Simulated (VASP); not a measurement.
A VASP calculation is set up with these files.

**KPOINTS**
```
Regular mesh
0
G
16 16 16
0 0 0
```

### POSCAR
```
Mo
1
   -1.5800013705     1.5800013705     1.5800013705
    1.5800013705    -1.5800013705     1.5800013705
    1.5800013705     1.5800013705    -1.5800013705
Mo
1
Direct
  0.0000000000   0.0000000000   0.0000000000
```

**INCAR**
```
! general
SYSTEM =Mo
PREC   =Accurate
ENCUT  =480
LREAL  =.False.
LASPH  =.True.

! electronic loop
EDIFF  =1E-7
NELM   =100
ALGO   =Normal
LMAXMIX=4

! smearing
ISMEAR =1
SIGMA  =0.1

! functional
GGA    =PE

! ions
ISIF   =2

! output
LWAVE  =.False.
LCHARG =.False.
```

POTCAR, in this order: Mo_sv (PBE.64 set). Program: vasp_std.

### Question
Write an equivalent input for Quantum ESPRESSO's pw.x.

### Answer
One equivalent input (not run):
```
&CONTROL
  calculation = 'scf'
  pseudo_dir = './pseudo'
  outdir = './out'
  tprnfor = .true.
  tstress = .true.
/
&SYSTEM
  ibrav = 0
  nat = 1
  ntyp = 1
  ecutwfc = 80
  occupations = 'smearing'
  smearing = 'methfessel-paxton'
  degauss = 0.00735
  input_dft = 'pbe'
/
&ELECTRONS
  conv_thr = 7.3e-09
  electron_maxstep = 100
/
ATOMIC_SPECIES
  Mo 95.950 Mo.upf
CELL_PARAMETERS angstrom
    -1.5800014    1.5800014    1.5800014
     1.5800014   -1.5800014    1.5800014
     1.5800014    1.5800014   -1.5800014
ATOMIC_POSITIONS crystal
  Mo   0.0000000  0.0000000  0.0000000
K_POINTS automatic
  16 16 16 0 0 0
```
What does not carry over: the potentials are each code's own (VASP's PAW set, PseudoDojo norm-conserving files in pw.x), so ENCUT and ecutwfc are chosen apart and not converted; conv_thr bounds pw.x's estimated SCF error, while EDIFF bounds the energy change between steps.

The compound is Mo in the bcc structure. It was relaxed first.
